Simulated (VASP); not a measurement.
Input:

```
BaSi2
1.0
    6.40253     0.00000     0.00000
   -3.20127     5.54476     0.00000
    0.00000     0.00000     7.19884
Ba Si
3 6
Direct
  0.50000   0.00000   0.00000
  0.50000   0.50000   0.33333
  0.00000   0.50000   0.66667
  0.10465   0.20931   0.00000
  0.89535   0.10465   0.33333
  0.79069   0.89535   0.66667
  0.89535   0.79069   0.00000
  0.10465   0.89535   0.33333
  0.20931   0.10465   0.66667
```

Level of theory: PBEsol GGA, VASP's PBE PAW potentials (set 64) (plane waves; VASP 6.6.1). Run with 400 eV cut-off, Gaussian smearing of 0.050 eV, potentials Ba_sv Si.

Question: Give the energies of bands 18 to 31 at the high-symmetry points, in eV from the Fermi level.

Answer: 
| band | Γ | M | K | A | L | H |
|---|---|---|---|---|---|---|
| 18 | -4.37 | -4.05 | -4.00 | -5.06 | -5.59 | -5.58 |
| 19 | -3.48 | -3.22 | -3.26 | -4.30 | -4.46 | -4.44 |
| 20 | -2.73 | -2.74 | -2.45 | -2.82 | -3.15 | -3.53 |
| 21 | -2.73 | -2.68 | -2.45 | -2.82 | -2.38 | -2.19 |
| 22 | -2.29 | -1.63 | -2.10 | -1.95 | -1.85 | -2.19 |
| 23 | -1.75 | -1.59 | -1.63 | -1.72 | -1.50 | -1.15 |
| 24 | -1.75 | -1.45 | -1.63 | -1.48 | -1.41 | -1.15 |
| 25 | -0.92 | -0.77 | -0.66 | -0.84 | -0.80 | -1.13 |
| 26 | -0.92 | -0.67 | -0.66 | -0.84 | -0.70 | -0.59 |
| 27 | 0.12 | -0.22 | -0.06 | -0.77 | -0.34 | 0.20 |
| 28 | 0.12 | 0.17 | -0.06 | -0.77 | 0.28 | 0.20 |
| 29 | 0.33 | 0.19 | 0.19 | 0.05 | 0.65 | 0.83 |
| 30 | 1.28 | 0.50 | 0.83 | 0.05 | 0.77 | 0.83 |
| 31 | 1.28 | 0.98 | 1.28 | 1.49 | 1.31 | 1.26 |

It has no gap at this level: it comes out as a metal or semimetal.

The structure was generated: BaSi2 was put into the CrSi2 type (P6_222), which need not be its known phase. It was relaxed first.
